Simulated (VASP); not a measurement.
Given:

```
CELL_PARAMETERS angstrom
      0.00000     3.06000     3.06000
      3.06000     0.00000     3.06000
      3.06000     3.06000     0.00000
ATOMIC_POSITIONS crystal
  Al 0.25000 0.25000 0.25000
  Al 0.75000 0.75000 0.75000
  Au 0.00000 0.00000 0.00000
```

Level of theory: PBE GGA, VASP's PBE PAW potentials (set 64) (plane waves; VASP 6.6.1). Settings: 400 eV cut-off, 8×8×8 Γ-centred mesh, tetrahedra, potentials Al Au.

Question: Give the stress tensor in GPa (positive for a compressed cell).

Answer: 
```
-3.07   0.00   0.00
 0.00  -3.07   0.00
 0.00   0.00  -3.07
```
The pressure is its mean diagonal, -3.07 GPa.

The compound is AuAl2 in the fluorite structure. The cell was not relaxed at this level. The run is one of a series of settings (ISMEAR = -4, SIGMA removed against the base run), some of them coarse on purpose. The electron count is odd and the run is not spin-polarised, which forces a metal.
